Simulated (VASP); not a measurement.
All values below come from LDA (Ceperley-Alder, Perdew-Zunger), VASP's LDA PAW potentials (set 64) (plane waves; VASP).

A VASP calculation is set up with these files.

KPOINTS:
```
Regular mesh
0
G
  1 1 1
0 0 0
```

INCAR:
```
SYSTEM = La3TlC
PREC = Accurate
ENCUT = 400
EDIFF = 1E-6
NELM = 100
ALGO = Normal
LREAL = .FALSE.
LASPH = .TRUE.
ISMEAR = 0
SIGMA = 0.272
LMAXMIX = 6
LWAVE = .FALSE.
LCHARG = .FALSE.
ISIF = 2
```

**POSCAR**
```
La3TlC
1
    5.3251460000     0.0000000000     0.0000000000
    0.0000000000     5.3251460000     0.0000000000
    0.0000000000     0.0000000000     5.3251460000
La Tl C
3 1 1
Direct
  0.5000000000   0.0000000000   0.5000000000
  0.0000000000   0.5000000000   0.5000000000
  0.5000000000   0.5000000000   0.0000000000
  0.0000000000   0.0000000000   0.0000000000
  0.5000000000   0.5000000000   0.5000000000
```

POTCAR, in this order: La Tl_d C (LDA.64 set). Program: vasp_std.

What VASP printed:

**OSZICAR**
```
       N       E                     dE             d eps       ncg     rms          rms(c)
DAV:   1     0.592100504061E+03    0.59210E+03   -0.15881E+04    60   0.190E+03
DAV:   2     0.132230968010E+03   -0.45987E+03   -0.45147E+03    84   0.388E+02
DAV:   3    -0.450215924271E+01   -0.13673E+03   -0.13416E+03   100   0.229E+02
DAV:   4    -0.294422761186E+02   -0.24940E+02   -0.24045E+02   112   0.925E+01
DAV:   5    -0.325276983020E+02   -0.30854E+01   -0.29553E+01   112   0.358E+01    0.142E+01
DAV:   6    -0.323242502516E+02    0.20345E+00   -0.12971E+02    96   0.435E+01    0.187E+01
DAV:   7    -0.226024661660E+02    0.97218E+01   -0.34233E+01   112   0.245E+01    0.622E+00
DAV:   8    -0.220533481492E+02    0.54912E+00   -0.27945E+00    90   0.103E+01    0.776E+00
DAV:   9    -0.248546511055E+02   -0.28013E+01   -0.10498E+01    82   0.117E+01    0.117E+01
DAV:  10    -0.221474381879E+02    0.27072E+01   -0.55744E+00    90   0.102E+01    0.643E+00
DAV:  11    -0.270708840760E+02   -0.49234E+01   -0.28364E+01    88   0.122E+01    0.145E+01
DAV:  12    -0.223293422340E+02    0.47415E+01   -0.13458E+00   106   0.536E+00    0.901E+00
DAV:  13    -0.219039411082E+02    0.42540E+00   -0.74736E+00    96   0.259E+00    0.465E+00
DAV:  14    -0.217580302309E+02    0.14591E+00   -0.14098E+00    82   0.234E+00    0.201E+00
DAV:  15    -0.218209843223E+02   -0.62954E-01   -0.58047E-01   100   0.145E+00    0.359E+00
DAV:  16    -0.217275520197E+02    0.93432E-01   -0.42011E-01    98   0.110E+00    0.317E-01
DAV:  17    -0.217420556301E+02   -0.14504E-01   -0.14562E-02   104   0.529E-01    0.154E+00
DAV:  18    -0.217274788852E+02    0.14577E-01   -0.65679E-03    98   0.290E-01    0.429E-01
DAV:  19    -0.217296900395E+02   -0.22112E-02   -0.67889E-04   106   0.142E-01    0.745E-01
DAV:  20    -0.217274354520E+02    0.22546E-02   -0.42327E-04   106   0.740E-02    0.472E-01
DAV:  21    -0.217262991709E+02    0.11363E-02   -0.43211E-04    96   0.721E-02    0.228E-01
DAV:  22    -0.217260574892E+02    0.24168E-03   -0.10186E-04   104   0.455E-02    0.126E-01
DAV:  23    -0.217259519370E+02    0.10555E-03   -0.96798E-05    64   0.412E-02    0.212E-02
DAV:  24    -0.217259494147E+02    0.25222E-05   -0.11504E-05    72   0.265E-02    0.436E-03
DAV:  25    -0.217259495929E+02   -0.17817E-06   -0.84776E-07    30   0.128E-02
   1 F= -.21725950E+02 E0= -.21123350E+02  d E =-.120520E+01
```

### OUTCAR
```
------------------------ aborting loop because EDIFF is reached ----------------------------------------
  FORCE on cell =-STRESS in cart. coord.  units (eV):
  Direction    XX          YY          ZZ          XY          YZ          ZX
  --------------------------------------------------------------------------------------
  Total       -3.9694905     -3.9694905     -3.9694905     -0.0000000      0.0000000     -0.0000000
  in kB      -42.1163564    -42.1163564    -42.1163564     -0.0000000      0.0000000     -0.0000000
  external PRESSURE =     -42.1163564 kB  Pullay stress =       0.0000000 kB
  volume of cell :      151.01
      direct lattice vectors                 reciprocal lattice vectors
     5.325146000  0.000000000  0.000000000     0.187788278  0.000000000  0.000000000
     0.000000000  5.325146000  0.000000000     0.000000000  0.187788278  0.000000000
     0.000000000  0.000000000  5.325146000     0.000000000  0.000000000  0.187788278
 POSITION                                       TOTAL-FORCE (eV/Angst)
 -----------------------------------------------------------------------------------
      2.66257      0.00000      2.66257         0.000000      0.000000      0.000000
      0.00000      2.66257      2.66257         0.000000      0.000000      0.000000
      2.66257      2.66257      0.00000         0.000000      0.000000      0.000000
      0.00000      0.00000      0.00000         0.000000      0.000000      0.000000
      2.66257      2.66257      2.66257         0.000000      0.000000      0.000000
 -----------------------------------------------------------------------------------
    total drift:                                0.000000      0.000000      0.000000
  FREE ENERGIE OF THE ION-ELECTRON SYSTEM (eV)
  ---------------------------------------------------
  free  energy   TOTEN  =       -21.7259495929 eV

  energy  without entropy=      -20.5207513935  energy(sigma->0) =      -21.12335049
```
(Selected blocks of OUTCAR.)

### OUTCAR
```
 val. band max:        6.8314445790   @ k =   0.0000   0.0000   0.0000

 cond. band min:       7.1295706173   @ k =   0.0000   0.0000   0.0000


 Fermi energy:         6.8826682526

 k-point     1 :       0.0000    0.0000    0.0000
  band No.  band energies     occupation
      1     -24.8068      2.00000
      2     -24.5991      2.00000
      3     -24.5991      2.00000
      4      -9.1249      2.00000
      5      -9.1249      2.00000
      6      -9.1249      2.00000
      7      -8.4152      2.00000
      8      -8.4152      2.00000
      9      -8.4152      2.00000
     10      -8.1417      2.00000
     11      -8.1417      2.00000
     12      -8.1417      2.00000
     13      -6.1996      2.00000
     14      -6.1996      2.00000
     15      -6.1996      2.00000
     16      -6.1667      2.00000
     17      -6.1667      2.00000
     18      -2.5166      2.00000
     19      -0.9508      2.00000
     20       6.6762      1.71690
     21       6.6762      1.71690
     22       6.7688      1.44615
     23       6.7688      1.44615
     24       6.7688      1.44615
     25       6.8314      1.21001
     26       6.8314      1.21001
     27       6.8314      1.21001
     28       7.1296      0.19924
     29       7.1296      0.19924
     30       7.1296      0.19924
```

At this cut-off the stress carries a Pulay error, which pulls relaxed volumes low. Unless said otherwise, spin-orbit coupling is left out, though it shifts the bands of the heavy elements here.

The structure comes from a computed database's La3TlC entry (Pm-3m); how it stands against other phases isn't given here. The cell was not relaxed at this level. The k-mesh is coarse (spacing up to 1.18 per Å, 2π included), so the numbers may not be converged in it. The run is one of a series of settings (KPOINTS 1×1×1 Γ-centred mesh against the base run), some of them coarse on purpose. VASP warned that the highest band is occupied, so more bands are needed.
